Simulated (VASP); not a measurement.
Consider the following.

```
YN
1.0
    0.00000     2.40924     2.40924
    2.40924     0.00000     2.40924
    2.40924     2.40924     0.00000
Y N
1 1
Direct
  0.00000   0.00000   0.00000
  0.50000   0.50000   0.50000
```

Method: PBE GGA with D3 dispersion (Becke-Johnson damping), VASP's PBE PAW potentials (set 64) (plane waves; VASP 6.6.1). Run with 520 eV cut-off, 9×9×9 Γ-centred mesh, Gaussian smearing of 0.050 eV, potentials Y_sv N.

Problem. What does the run give for the energy per atom (σ→0), pressure?

Solution. 
```json
{
  "energy per atom (σ→0)": "-9431 meV/atom",
  "pressure": "5.40 GPa"
}
```

The absolute energy has meaning only against runs of the same code, potentials and settings.

The compound is YN in the rock salt structure. This cell is one point of a volume scan, at 0.97 of the reference volume.
